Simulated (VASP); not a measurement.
Given:

```
CELL_PARAMETERS angstrom
      0.00000     2.16798     2.16798
      2.16798     0.00000     2.16798
      2.16798     2.16798     0.00000
ATOMIC_POSITIONS crystal
  Li 0.00000 0.00000 0.00000
  Cl 0.50000 0.50000 0.50000
```

The numbers are results of PBEsol GGA, VASP's PBE PAW potentials (set 64) (plane waves; VASP), not measurements. Settings: 620 eV cut-off, 10×10×10 Γ-centred mesh, Gaussian smearing of 0.050 eV, potentials Li_sv Cl.

Problem. Estimate the energy per atom (σ→0), pressure.

Solution. 
- energy per atom (σ→0) = -3.256 eV/atom
- pressure = 44.98 GPa

Total energies compare only between runs with the same potentials, cut-off and functional.

The compound is LiCl in the rock salt structure. It was relaxed first under an external pressure of 45 GPa.
